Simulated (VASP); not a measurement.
Output of a VASP run:

**OSZICAR**
```
...
DAV:   4    -0.503717603281E+02    0.80165E-06   -0.89933E-07   364   0.938E-03
  16 F= -.50371760E+02 E0= -.50370943E+02  d E =-.233523E-03
       N       E                     dE             d eps       ncg     rms          rms(c)
DAV:   1    -0.503724608697E+02   -0.69974E-03   -0.13325E-02   640   0.691E-01    0.678E-02
DAV:   2    -0.503723010843E+02    0.15979E-03   -0.33260E-04   618   0.139E-01    0.430E-02
DAV:   3    -0.503722900444E+02    0.11040E-04   -0.18816E-04   620   0.102E-01    0.195E-02
DAV:   4    -0.503722970367E+02   -0.69923E-05   -0.10201E-05   630   0.302E-02    0.214E-02
DAV:   5    -0.503722991356E+02   -0.20989E-05   -0.25790E-06   622   0.149E-02    0.136E-02
DAV:   6    -0.503722992581E+02   -0.12249E-06   -0.19580E-06   504   0.140E-02
  17 F= -.50372299E+02 E0= -.50371409E+02  d E =-.772453E-03
       N       E                     dE             d eps       ncg     rms          rms(c)
DAV:   1    -0.503733461234E+02   -0.10470E-02   -0.53221E-02   640   0.138E+00    0.137E-01
DAV:   2    -0.503727576356E+02    0.58849E-03   -0.13036E-03   618   0.274E-01    0.888E-02
DAV:   3    -0.503726634989E+02    0.94137E-04   -0.71680E-04   620   0.196E-01    0.385E-02
DAV:   4    -0.503726934158E+02   -0.29917E-04   -0.34419E-05   630   0.554E-02    0.421E-02
DAV:   5    -0.503726869298E+02    0.64860E-05   -0.11935E-05   620   0.318E-02    0.223E-02
DAV:   6    -0.503727015676E+02   -0.14638E-04   -0.77957E-06   610   0.273E-02    0.906E-03
DAV:   7    -0.503727069908E+02   -0.54233E-05   -0.69610E-07   322   0.853E-03    0.518E-03
DAV:   8    -0.503726988743E+02    0.81165E-05   -0.43120E-07   308   0.701E-03    0.479E-04
DAV:   9    -0.503727067559E+02   -0.78817E-05   -0.36657E-07   306   0.656E-03    0.919E-04
DAV:  10    -0.503727040509E+02    0.27051E-05   -0.25315E-08   300   0.149E-03    0.423E-04
DAV:  11    -0.503727048993E+02   -0.84837E-06   -0.44168E-09   300   0.732E-04
  18 F= -.50372705E+02 E0= -.50371487E+02  d E =-.117809E-02
       N       E                     dE             d eps       ncg     rms          rms(c)
DAV:   1    -0.503727095219E+02   -0.54710E-05   -0.19441E-04   638   0.836E-02    0.820E-03
DAV:   2    -0.503727055728E+02    0.39490E-05   -0.47983E-06   618   0.166E-02    0.525E-03
DAV:   3    -0.503727068865E+02   -0.13137E-05   -0.25927E-06   620   0.117E-02    0.238E-03
DAV:   4    -0.503727066952E+02    0.19129E-06   -0.11359E-07   312   0.328E-03
  19 F= -.50372707E+02 E0= -.50371466E+02  d E =-.117989E-02
       N       E                     dE             d eps       ncg     rms          rms(c)
DAV:   1    -0.503728059329E+02   -0.99046E-04   -0.21426E-03   604   0.256E-01    0.488E-02
DAV:   2    -0.503727715214E+02    0.34411E-04   -0.59302E-05   604   0.610E-02    0.256E-02
DAV:   3    -0.503727707966E+02    0.72485E-06   -0.38458E-05   606   0.382E-02    0.220E-02
DAV:   4    -0.503727660643E+02    0.47323E-05   -0.69425E-07   348   0.816E-03    0.190E-02
DAV:   5    -0.503727725133E+02   -0.64490E-05   -0.45822E-07   300   0.657E-03    0.850E-03
DAV:   6    -0.503727601759E+02    0.12337E-04   -0.38725E-07   300   0.730E-03    0.122E-03
DAV:   7    -0.503727682442E+02   -0.80683E-05   -0.12638E-07   300   0.413E-03    0.124E-03
DAV:   8    -0.503727652317E+02    0.30124E-05   -0.30114E-08   300   0.182E-03    0.239E-04
DAV:   9    -0.503727657136E+02   -0.48184E-06   -0.85978E-09   300   0.880E-04
  20 F= -.50372766E+02 E0= -.50371550E+02  d E =-.590183E-04
```

File OUTCAR:
```
------------------------ aborting loop because EDIFF is reached ----------------------------------------
  FORCE on cell =-STRESS in cart. coord.  units (eV):
  Direction    XX          YY          ZZ          XY          YZ          ZX
  --------------------------------------------------------------------------------------
  Total       -0.0056756     -0.0056756     -0.0070920     -0.0000000      0.0000000      0.0000000
  in kB       -0.1472014     -0.1472014     -0.1839371     -0.0000000      0.0000000      0.0000000
  external PRESSURE =      -0.1594466 kB  Pullay stress =       0.0000000 kB
  volume of cell :       61.77
      direct lattice vectors                 reciprocal lattice vectors
     4.008753672  0.000000000 -0.000000000     0.249454090  0.144022370 -0.000000000
    -2.004376836  3.471682905 -0.000000000    -0.000000000  0.288044740 -0.000000000
    -0.000000000  0.000000000  4.438733146     0.000000000  0.000000000  0.225289507
 POSITION                                       TOTAL-FORCE (eV/Angst)
 -----------------------------------------------------------------------------------
     -0.00000      2.31446      1.10968         0.000000     -0.000000     -0.000000
      2.00438      1.15723      3.32905        -0.000000      0.000000      0.000000
 -----------------------------------------------------------------------------------
    total drift:                               -0.000167      0.000132      0.000005
  FREE ENERGIE OF THE ION-ELECTRON SYSTEM (eV)
  ---------------------------------------------------
  free  energy   TOTEN  =       -50.3727657136 eV

  energy  without entropy=      -50.3703339672  energy(sigma->0) =      -50.37154984

 reached required accuracy - stopping structural energy minimisation
```
(Selected blocks of OUTCAR.)

POSCAR:
```
Te
1
    3.4271740000     0.0000000000     0.0000000000
   -1.7135870000     2.9680200000     0.0000000000
    0.0000000000     0.0000000000     5.5643390000
Te
2
Direct
  0.3333330000   0.6666670000   0.2500000000
  0.6666670000   0.3333330000   0.7500000000
```

**Question.** Write an INCAR and KPOINTS that could have produced this output.

**Answer.** One answer among several that fit: the input of the run itself, r2SCAN meta-GGA, plane waves, VASP's PBE PAW potentials (set 64).

KPOINTS:
```
Automatic mesh
0
Gamma
8 8 5
0 0 0
```

**INCAR**
```
SYSTEM = Te
PREC = Accurate; ENCUT = 400; LREAL = F
LASPH = T
EDIFF = 1E-6; NELM = 100; ALGO = Normal
LMAXMIX = 4; LMIXTAU = T
ISMEAR = 0; SIGMA = 0.05
METAGGA = R2SCAN
IBRION = 2; NSW = 60; ISIF = 3
EDIFFG = -0.01
LWAVE = F; LCHARG = F
```

POTCAR, in this order: Te (PBE.64 set). Program: vasp_std.

Energy and stress use the plane-wave basis of the starting cell.

The structure was generated: Te was put into the hcp type (P6_3/mmc), which need not be its known phase. This run relaxes it. Symmetry was kept, so distortions that lower it aren't found.
